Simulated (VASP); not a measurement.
```xyz
3
Lattice="2.0818 -3.6590 0.0000 2.0818 3.6590 0.0000 0.0000 0.0000 6.9311" Properties=species:S:1:pos:R:3 pbc="T T T"
Mg     0.0000     0.0000     0.0000
I      2.0818     1.2197     1.6773
I      2.1303    -1.2197     5.2538
```

Method: PBE GGA, VASP's PBE PAW potentials (set 64) (plane waves; VASP). Run with 400 eV cut-off, 4×4×2 Monkhorst-Pack mesh, Gaussian smearing of 0.050 eV, potentials Mg I.

**Question.** Give the force on each atom (eV/Å).

**Answer.** 
```json
[
 {"atom": "Mg1", "Fx": "0.054", "Fy": "0.004", "Fz": "0.005"},
 {"atom": "I2", "Fx": "0.016", "Fy": "0.004", "Fz": "-0.093"},
 {"atom": "I3", "Fx": "-0.071", "Fy": "-0.008", "Fz": "0.088"}
]
```

**Question.** Give the stress tensor in GPa (positive for a compressed cell).

**Answer.** 
```
 0.58   0.00   0.19
 0.00  -0.22   0.04
 0.19   0.04   0.57
```
The pressure is its mean diagonal, 0.31 GPa.

The compound is MgI2 in the 1T layered structure. The cell was not relaxed at this level, atoms are displaced from their ideal sites. The k-mesh is coarse (spacing up to 0.45 per Å, 2π included), so the numbers may not be converged in it. The run is one of a series of settings (KPOINTS 4×4×2 Monkhorst-Pack mesh against the base run), some of them coarse on purpose.
